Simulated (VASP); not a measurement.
A convergence study with VASP on Pb (fcc): one setting is varied, all else stays as given below, so the limit is that of these other settings. The cell's lengths are 1 % over those of the tabulated start, so it is off equilibrium.

```yaml
crystal:
  lattice:
    - [0.00000, 2.49975, 2.49975]
    - [2.49975, 0.00000, 2.49975]
    - [2.49975, 2.49975, 0.00000]
  atoms:
    - { symbol: Pb, position: [0.00000, 0.00000, 0.00000] }
```

Calculation: PBE GGA, VASP's PBE PAW potentials (set 64) (plane waves; VASP). The tightest run used: 1000 eV cut-off, 14×14×14 Γ-centred mesh, first-order Methfessel-Paxton smearing of 0.10 eV, potentials Pb_d.

The settings run are ENCUT = 150; ENCUT = 200; ENCUT = 250; ENCUT = 300; ENCUT = 350; ENCUT = 400; ENCUT = 450; ENCUT = 500; ENCUT = 550; ENCUT = 600; ENCUT = 650; ENCUT = 700; ENCUT = 750; ENCUT = 800; ENCUT = 850; ENCUT = 1000. From which on does the energy per atom stay within 0.01 eV/atom of the tightest run?

From ENCUT = 250 on: it is off by 0.0002 there and by no more than 0.01 in any finer run, while ENCUT = 200 is off by 0.1385.
| setting | E (eV/atom) | pressure (GPa) | plane waves | difference judged (eV/atom) |
|---|---|---|---|---|
| ENCUT = 150 | 2.1230 | -312.79 | 140 | 5.6881 |
| ENCUT = 200 | -3.4266 | -21.80 | 210 | 0.1385 |
| ENCUT = 250 | -3.5649 | 0.87 | 295 | 0.0002 |
| ENCUT = 300 | -3.5647 | 0.36 | 378 | 0.0004 |
| ENCUT = 350 | -3.5636 | 0.48 | 483 | 0.0015 |
| ENCUT = 400 | -3.5653 | 0.95 | 588 | 0.0002 |
| ENCUT = 450 | -3.5655 | 1.03 | 700 | 0.0004 |
| ENCUT = 500 | -3.5652 | 0.97 | 821 | 0.0001 |
| ENCUT = 550 | -3.5651 | 0.98 | 941 | 0.0001 |
| ENCUT = 600 | -3.5652 | 1.02 | 1056 | 0.0001 |
| ENCUT = 650 | -3.5653 | 1.04 | 1243 | 0.0001 |
| ENCUT = 700 | -3.5652 | 1.03 | 1363 | 0.0001 |
| ENCUT = 750 | -3.5652 | 1.03 | 1472 | 0.0001 |
| ENCUT = 800 | -3.5652 | 1.03 | 1639 | 0.0001 |
| ENCUT = 850 | -3.5652 | 1.03 | 1807 | 0.0000 |
| ENCUT = 1000 | -3.5651 | 1.03 | 2272 | 0.0000 |

Left out are rungs that failed or repeat a setting and relaxations that didn't move; long series are thinned to 24 rows.

The compound is Pb in the fcc structure. The cell was not relaxed at this level.
